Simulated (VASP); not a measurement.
Level of theory: SCAN meta-GGA, VASP's PBE PAW potentials (set 64) (plane waves; VASP).

The input files of a VASP run:

**POSCAR**
```
TiCo
1.0
  2.9900000000   0.0000000000   0.0000000000
  0.0000000000   2.9900000000   0.0000000000
  0.0000000000   0.0000000000   2.9900000000
Ti Co
1 1
Cartesian
  0.0000000000   0.0000000000   0.0000000000
  1.4950000000   1.4950000000   1.4950000000
```

**KPOINTS**
```
Automatic mesh
0
Gamma
11 11 11
0 0 0
```

### INCAR
```
# general
SYSTEM  = TiCo
PREC    = Accurate
ENCUT   = 520
LREAL   = .False.
LASPH   = .True.

# electronic loop
EDIFF   = 1E-6
NELM    = 100
ALGO    = Normal
LMAXMIX = 4
LMIXTAU = .True.

# smearing
ISMEAR  = 1
SIGMA   = 0.1

# functional
METAGGA = SCAN

# ions
IBRION  = 2
NSW     = 60
ISIF    = 3
EDIFFG  = -0.01

# output
LWAVE   = .False.
LCHARG  = .False.
```

POTCAR, in this order: Ti_sv Co (PBE.64 set). Program: vasp_std.

Energy and stress use the plane-wave basis of the starting cell.

Q: Estimate the energy per atom (σ→0), volume per atom, band gap (on the k-mesh).

A: 
| Quantity | Value |
|---|---|
| energy per atom (σ→0) | -16.973 eV/atom |
| band gap (on the k-mesh) | none (metal, semimetal or under 0.01 eV) |
| volume per atom | 12.78 Å³/atom |

File OSZICAR:
```
...
DAV:   4    -0.339453207558E+02    0.28041E-05   -0.40888E-05  1716   0.668E-02    0.980E-03
DAV:   5    -0.339453179720E+02    0.27838E-05   -0.20391E-05  1582   0.522E-02    0.598E-03
DAV:   6    -0.339453180187E+02   -0.46739E-07   -0.11287E-05  1726   0.361E-02    0.322E-03
DAV:   7    -0.339453206953E+02   -0.26766E-05   -0.38245E-06  1568   0.245E-02    0.470E-03
DAV:   8    -0.339453228057E+02   -0.21104E-05   -0.22473E-06  1058   0.193E-02    0.685E-04
DAV:   9    -0.339453217762E+02    0.10294E-05   -0.57528E-07   784   0.105E-02    0.101E-03
DAV:  10    -0.339453225106E+02   -0.73434E-06   -0.20965E-07   784   0.625E-03
   8 F= -.33945323E+02 E0= -.33945202E+02  d E =-.446922E-04
```

The compound is TiCo in the CsCl type structure. This run relaxes it. Symmetry was kept, so distortions that lower it aren't found. The run is not spin-polarised, so no magnetic state was tried. The electron count is odd and the run is not spin-polarised, which forces a metal.
